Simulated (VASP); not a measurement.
HfPb2:

```
Hf Pb
1.0
     3.40865    0.00000    0.00000
    -1.70433    2.95198    0.00000
     0.00000    0.00000    7.98176
Hf Pb
1 2
Direct
  0.00000 0.00000 0.00000
  0.33333 0.66667 0.31640
  0.66667 0.33333 0.68360
```

The cell was built by a generator and needn't be a form met in nature.

```yaml
Program: VASP 6.6.1
Task: single point
Functional: PBE
Potentials_or_basis: VASP PAW PBE potentials, release 64 (Hf_pv, Pb_d)
Cutoff: 520 eV
k_mesh: 9 × 9 × 4
Occupations: fermi-dirac, width 0.05 eV
Spin: no spin polarisation
```

On this cell: pressure -0.3 GPa; largest force 0.027 eV/Å; band gap on the k mesh none (metal or under the smearing width).

The same run follows on a disturbed copy (atoms moved at random, drawn with an rms of 0.05 Å):

```
Hf Pb
1.0
     3.40865    0.00000    0.00000
    -1.70433    2.95198    0.00000
     0.00000    0.00000    7.98176
Hf Pb
1 2
Direct
  0.98128 0.98490 0.99922
  0.33918 0.66693 0.31533
  0.67481 0.32659 0.68254
```

Task: What changes?

Result: The energy (extrapolated to zero smearing) moves by +0.9 meV/atom; pressure -0.3 GPa; largest force 0.068 eV/Å; band gap on the k mesh none (metal or under the smearing width).

Forces on the atoms (eV/Å):
```
Hf   0.060  0.028 -0.014
Pb  -0.024 -0.026 -0.017
Pb  -0.036 -0.002  0.031
```

Stress tensor (GPa, compression positive):
```
-0.18  0.01 -0.01
 0.01 -0.16 -0.04
-0.01 -0.04 -0.42
```
